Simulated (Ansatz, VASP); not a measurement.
# MoOs: VASP beside Ansatz

Contents of INCAR:

```
SYSTEM = MoOs
ALGO = Normal
EDIFF = 1E-7
ENCUT = 520
GGA = CA
ISIF = 2
ISMEAR = 0
LASPH = .TRUE.
LCHARG = .TRUE.
LELF = .TRUE.
LREAL = .FALSE.
LVHAR = .TRUE.
LWAVE = .FALSE.
NBANDS = 18
NELM = 100
PREC = Accurate
SIGMA = 0.15
```

Contents of KPOINTS:

```
k-points
0
G
  21 21 12
  0 0 0
```

File POSCAR:

```
MoOs
1.0
    2.6177323236      0.0000000000      0.0000000000
   -1.3088661618      2.2670226925      0.0000000000
    0.0000000000      0.0000000000      5.0895613670
Mo Os
1 1
Direct
    0.6666666667      0.3333333333      0.5000000000
    0.3333333333      0.6666666667      0.0000000000
```

Input for Ansatz:

```yaml
crystal:
  lattice:
    - [2.6177323236, 0.0, 0.0]
    - [-1.3088661618, 2.2670226925, 0.0]
    - [0.0, 0.0, 5.089561367]
  atoms:
    - { symbol: Mo, position: [0.6666666667, 0.3333333333, 0.5] }
    - { symbol: Os, position: [0.3333333333, 0.6666666667, 0.0] }
basis:
  ecutwfc: 420
kpoints:
  mp_grid: { grid: [21, 21, 12] }
hamiltonian:
  xc: lda
scf:
  occupations: { method: gaussian, width: 0.15 }
output:
  forces: true
  stress: true
  eigenvalues: true
```

Alike in both runs: task single point; functional LDA; k mesh 21 × 21 × 12; occupations gaussian, width 0.15 eV; no spin polarisation.

|  | VASP | Ansatz |
| --- | --- | --- |
| version | VASP 6.6.1 | Ansatz 0.2.0 |
| potentials or method | VASP PAW LDA potentials, release 64 (Mo_sv, Os) | scalar-relativistic, plane waves, PAW |
| plane-wave cutoff (eV) | 520 | 420 |
| valence electrons in the cell | 22 | 30 |

```tsv
	VASP	Ansatz	Ansatz less VASP
gap on the k mesh at the Fermi level (eV)	none	none	-
pressure (GPa)	-4.4	-5.2	-0.76
largest component of the traceless stress (GPa)	42.47	42.33	-0.137
```

A gap of «none» marks a metal or a gap that the smearing closes. The two sets of potentials don't hold the same shells in valence.

The runs have no spin-orbit coupling, so splittings on Os are missing.
